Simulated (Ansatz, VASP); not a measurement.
# Cross-check of GaN between VASP and Ansatz, part 2 of 2

Aim: how closely do two programs agree when they are given the same cell, functional and k mesh? The cell is taken from a series of runs on this material, whose earlier steps may have relaxed, scaled, displaced or heated it; both programs get it as it stands.

VASP 6.6.1 and Ansatz 0.2.0.

So far: Set-up; VASP: relaxation of cell and atoms, r2SCAN with rVV10.

### 3. Ansatz: relaxation of cell and atoms, r2SCAN with rVV10

Level of this step: Ansatz beside VASP: Kohn-Sham DFT, plane waves, r2SCAN with rVV10 (Ansatz).

Ansatz runs on its default PAW (the set named soft_2) files.

The same cell, functional, mesh and smearing now go to Ansatz, which takes its cutoff from its data sets.

The input, input.yaml:

```yaml
crystal:
  lattice:
    - [3.18, 0.0, 0.0]
    - [-1.59, 2.753960784, 0.0]
    - [0.0, 0.0, 5.166]
  atoms:
    - { symbol: Ga, position: [0.3333333333, 0.6666666667, 0.0] }
    - { symbol: Ga, position: [0.6666666667, 0.3333333333, 0.5] }
    - { symbol: "N", position: [0.3333333333, 0.6666666667, 0.385] }
    - { symbol: "N", position: [0.6666666667, 0.3333333333, 0.885] }
kpoints:
  mp_grid: { grid: [9, 9, 6] }
hamiltonian:
  xc: r2scan
  dispersion: rvv10
scf:
  occupations: { method: gaussian, width: 0.02 }
output:
  forces: true
  stress: true
  eigenvalues: true
relax:
  adjacent_minimum: "off"
  f_tol: 0.005
  max_steps: 60
  cell: { stress_tol: 0.03 }
```

On the command line:

```
ansatz run input.yaml --threads 4 --pin off --max-ram 8192MiB --backend cpu --events-out ev --progress --plain --runs-dir out
```

Numbers of over 12 decimals in the logs are rounded to 6 here.

Output:

```text
Engine: ansatz 0.2.0, aarch64-unknown-linux-gnu
Pseudopotentials: kind: paw
Pseudopotential: Ga, paw, valence charge 13, recommended cutoff 500 eV (meta_gga), Ga.paw.azcp
Pseudopotential: N, paw, valence charge 5, recommended cutoff 500 eV (meta_gga), N.paw.azcp
Functional definition: r2SCAN+rVV10
  parameter k0 = 0.174
  parameter k1 = 0.065
  parameter a1 = 4.9479
  exchange = r2scan_x(k0 = k0, k1 = k1, a1 = a1)
  correlation = r2scan_c + rvv10(11.95, 0.0093)
Crystal: 4 atoms, lattice volume = 45.242 Å³
Basis set: ecut = 500 eV, 1129 PW (Γ), exchange–correlation on 108×108×180 points (64 copies of the dense FFT grid, shifted against one another)
Bands: 22, of which v1, the nominal top of the filled ones, is band 18 counted from 1 (17 counted from 0)
Symmetry: 12 space group operations
Space group: P63mc (ITA 186), of the structure as read, at distance tolerance 3.6e-5 Å
k-points: 48 of 486 (time reversal used)
Non-local potential: Ga, projectors of the file, l = 0: 2, l = 1: 2, l = 2: 3, l = 3: 1
Non-local potential: N, projectors of the file, l = 0: 2, l = 1: 2, l = 2: 1
PAW form: soft (Blöchl's): semilocal exchange-correlation on the pseudo side does not see the compensation charge
rVV10 density: all electrons in the spheres
PAW frozen core: Ga, regenerated for the run's functional (the file was generated under x = pbe(κ = 0.804, μ = 0.219515), c = pbe(β = 0.066725))
PAW frozen core: N, regenerated for the run's functional (the file was generated under x = pbe(κ = 0.804, μ = 0.219515), c = pbe(β = 0.066725))
PAW one-centre angular grid: Ga, 590 points (default); XC on 160 Gauss nodes
PAW one-centre angular grid: N, 302 points (default); XC on 160 Gauss nodes
Initial density: superposition of atomic densities (neutral atoms: chi_scale 0, normalization atom), corrected by the library's trained network
Initial wavefunctions: pseudopotential atomic-orbital guess
Functional: x = r2scan, c = r2scan + rvv10(b = 11.95, C = 0.0093); τ floored in thin density (d = 2e-4 eV/Å³)
SCF iter   1: F=—  HF=-8349.993750 eV  |F-HF|=—  |Δ(HF+E_count)|=         —  Δρ=1.21e-2  dr2=2.29e-2  dr2_τ=1.87e-1  ethr=1.77e-3  ⟨swp⟩=5.5  Hψ=4440  notcnv=0
preconditioner: auto → Resta (q_TF=auto, 2.626 Å⁻¹)  ε∞=4.5  [insulator: Δε(μ)=2.251 eV  Ē_g=17.643 eV  σ=0.020 eV  W_gap=1.00  n_scr=22 (ndim 8)  ℏωp=33.1 eV  f_vac=0.008  D(μ)=0.00/eV (n_scr^D=0)  ε∞_Penn≈4.5]
SCF iter   2: F=—  HF=-8350.058511 eV  |F-HF|=—  |Δ(HF+E_count)|=   6.48e-2  Δρ=5.62e-3  dr2=8.22e-3  dr2_τ=4.46e-4  ethr=6.35e-5  ⟨swp⟩=3.0  Hψ=2654  notcnv=0
SCF iter   3: F=—  HF=-8350.058000 eV  |F-HF|=—  |Δ(HF+E_count)|=   5.12e-4  Δρ=3.63e-3  dr2=2.43e-3  dr2_τ=6.88e-5  ethr=2.28e-5  ⟨swp⟩=3.0  Hψ=2027  notcnv=0
SCF iter   4: F=—  HF=-8350.058065 eV  |F-HF|=—  |Δ(HF+E_count)|=   6.47e-5  Δρ=1.33e-3  dr2=3.74e-4  dr2_τ=8.67e-6  ethr=6.75e-6  ⟨swp⟩=1.4  Hψ=1089  notcnv=0
SCF iter   5: F=—  HF=-8350.058048 eV  |F-HF|=—  |Δ(HF+E_count)|=   1.66e-5  Δρ=2.12e-4  dr2=9.73e-6  dr2_τ=1.12e-6  ethr=1.04e-6  ⟨swp⟩=3.0  Hψ=1966  notcnv=0
SCF iter   6: F=—  HF=-8350.058046 eV  |F-HF|=—  |Δ(HF+E_count)|=   1.65e-6  Δρ=5.20e-5  dr2=7.87e-7  dr2_τ=3.41e-8  ethr=2.70e-8  ⟨swp⟩=2.9  Hψ=1884  notcnv=0
SCF iter   7: F=-8350.058047 eV  HF=-8350.058047 eV  |F-HF|=4.64e-9  |Δ(HF+E_count)|=   3.09e-7  Δρ=7.95e-6  dr2=2.04e-8  dr2_τ=2.32e-10  ethr=2.78e-10  ⟨swp⟩=2.7  Hψ=4235  notcnv=0
SCF 1 converged in 7 iterations: F = -8350.058047 eV  dr2 = 2.04e-8
  greatest PAW one-centre occupation: 0.995 electrons in one spin orbital (limit 2), on the Ga atom at site 0 (counted from 0), in its partial waves of l = 2
relax step   1: F+E_penalty+E_count = -8350.05804667 eV  Δ(F+E_penalty+E_count) = +0.000e0 eV  max|allowed force component| = 4.473e-1 eV/Å  Δτ_max = 0.0000 Å  P = +0.003 GPa  Ω = 45.242 Å³  (7 SCF iters, dr2 threshold 1.00e-7 eV, accepted)
[...]
relax step   3: F+E_penalty+E_count = -8350.06851885 eV  Δ(F+E_penalty+E_count) = -4.763e-4 eV  max|allowed force component| = 2.086e-1 eV/Å  Δτ_max = 0.0151 Å  P = +0.452 GPa  Ω = 45.114 Å³  energy of the carried Pulay correction = +7.903e-5 eV  (6 SCF iters, dr2 threshold 4.00e-7 eV, accepted)
[...]
relax step   4: F+E_penalty+E_count = -8350.07714188 eV  Δ(F+E_penalty+E_count) = -8.623e-3 eV  max|allowed force component| = 3.465e-4 eV/Å  Δτ_max = 0.0020 Å  P = -0.032 GPa  Ω = 45.208 Å³  energy of the carried Pulay correction = +2.098e-5 eV  (5 SCF iters, dr2 threshold 4.00e-7 eV, accepted)
[...]
relax step   5: F+E_penalty+E_count = -8350.07714736 eV  Δ(F+E_penalty+E_count) = -5.482e-6 eV  max|allowed force component| = 1.781e-5 eV/Å  Δτ_max = 0.0000 Å  P = -0.002 GPa  Ω = 45.201 Å³  energy of the carried Pulay correction = +2.502e-5 eV  (4 SCF iters, dr2 threshold 5.49e-9 eV, accepted)
[...]
relax step   6: F+E_penalty+E_count = -8350.07711958 eV  Δ(F+E_penalty+E_count) = +2.778e-5 eV  max|allowed force component| = 4.341e-5 eV/Å  Δτ_max = 0.0000 Å  P = -0.002 GPa  Ω = 45.201 Å³  stress off target by 3.46e-3 GPa  SCF on the basis re-selected at this cell (its energy is not comparable with the rows above)  (5 SCF iters)
basis re-selected at this cell: Δ(F+E_penalty+E_count) = +2.778e-5 eV, ΔP = -0.000 GPa vs the last step (what re-selecting the basis moved, of the pressure what is left beyond the Pulay correction that the steps carried, after the strain that the cell walked since its last selection, with what the two solves' SCF thresholds leave and, on support functions, any second-order correction that the steps lacked; it is no m [...]
SCF converged after 5 iterations
Free energy (F): -8350.077120 eV
Harris-Foulkes:  -8350.077120 eV  (|F-HF|=5.46e-12)
Internal energy: -8350.077120 eV  (E = F + TS)
E sigma→0 (E₀):  -8350.077120 eV
Fermi energy:    10.746795 eV
--- Per-component energies (eV) ---
  E_band       = -26.692161
  E_kinetic    = 494.603325
  E_local      = -3892.930150  (includes V_loc(G=0)·N_el)
  E_nonlocal   = 952.722762
  E_hartree    = 1797.198638
  E_xc         = -240.994092
  E_vxc        = -286.696542  (∫ρ·V_xc dr)
  E_paw        = -4274.512522  (= ΣΔE_a)
  E_vpaw       = -904.474056  (= ΣTr[D̂ρ^β])
  E_aug_tail   = -0.000001  (compensation charges beyond the density's cutoff)
  E_vtau       = 15.685265  (kinetic-family band-sum trace: ∫τ·v_τ [+ j·A + Jᵃ·Aᵃ] dr)
  E_ewald      = -3184.799809
  E_core_change = -1.365269  (= ΣΔE_core)
  E_smearing   = -0.000000  (= −TS)
  E_closure    = -0.000000  (closes the sum)
  Σ components = -8350.077120   (vs F -8350.077120, Δ=0.00e0)
--- Forces (eV/Å), atoms counted from 1 ---
  atom   1  Ga    -0.00000000     0.00000000     0.00004122
  atom   2  Ga     0.00000000    -0.00000000     0.00004122
  atom   3  N      0.00000000     0.00000000    -0.00004561
  atom   4  N      0.00000000    -0.00000000    -0.00004561
  max |Σ_I F_I| component: 8.77e-6 eV/Å
--- Stress (GPa, compression-positive) ---
       -0.003463      -0.000000      -0.000000
        0.000000      -0.003463      -0.000000
       -0.000000      -0.000000      -0.000289
  P = ⅓ Tr σ = -0.0024 GPa (-0.024 kbar)
--- Band table (eV; the first three rows and the last of 48) ---
  k-point 0: bands = [... 14 lower, 8.4925, 9.5304, 9.5695, 9.5695, 11.9240, 14.4208, 19.5318, 20.1848]
  k-point 1: bands = [... 14 lower, 8.5614, 8.7258, 9.4942, 9.4942, 12.5997, 14.4735, 19.3257, 20.2132]
  k-point 2: bands = [... 14 lower, 8.7520, 8.7520, 9.2906, 9.2906, 13.6450, 14.5493, 18.9014, 19.3453]
  k-point 47: bands = [... 14 lower, 5.2176, 5.2176, 8.0275, 8.0275, 16.6129, 16.6129, 17.4122, 17.4122]
--- Relaxed structure (5 steps of the walk, 5 accepted, 1 SCFs on fresh bases) ---
  F+E_penalty+E_count = -8350.07711958 eV   max|allowed force component| = 4.341e-5 eV/Å   (the final SCF, on the basis selected at the relaxed cell)
  cell:  # Å, volume = 45.2012 Å³
    - [3.176310, 0, 1.148937984447009e-19]
    - [-1.588155, 2.750765, 0]
    - [1.8664822728586238e-19, 0, 5.173374]
  atoms:
    - { symbol: Ga, position: [0.333333, 0.666667, 0.00414671] }
    - { symbol: Ga, position: [0.666667, 0.333333, 0.504147] }
    - { symbol: N, position: [0.333333, 0.666667, 0.380853] }
    - { symbol: N, position: [0.666667, 0.333333, 0.880853] }
```

In the SCF lines HF is the Harris–Foulkes energy and dr2 the Hartree energy of the density residual, in eV; the loop may stop once dr2 is under the threshold and the program's other checks hold. Hψ counts applications of the Hamiltonian.

### 4. Differences

Known differences besides the potentials themselves: VASP keeps PBE cores, Ansatz makes them for the functional; the cutoff is 500 eV in Ansatz and 660 eV in VASP; Ansatz adds a Pulay correction to the stress that steers its cell, VASP none. Total energies have different zeros and are not compared.

The two programs side by side:

```tsv
quantity	Ansatz	VASP	difference
volume (Å³)	45.20	45.42	-0.47 %
edge a after relaxation, in the typed setting (Å)	3.176	3.182	-0.17 %
edge c after relaxation, in the typed setting (Å)	5.173	5.181	-0.14 %
```

### 5. Outcome

```json
{
  "difference in volume (relaxation of cell and atoms, r2SCAN with rVV10)": "-0.47 %"
}
```

The difference in volume is -0.47 % (relaxation of cell and atoms, r2SCAN with rVV10), within the 1.2 % picked in this series as the mark of a large difference, as far as the stopping tolerances let one tell. How closely two codes agree says nothing of how well the functional describes the real material.

[Lines on the potential files, build, host, timing and source positions are cut from VASP's logs without a mark.]

[Logs are printed without paths, hosts, clocks, repeated set-up lines and the standing remarks that a program may print on its own settings, such as how far it seeks lower states.]

[Hosts, paths, dates, database ids (printed as entryN), source tags and the programs' standing remarks are cut or masked in the printed files.]
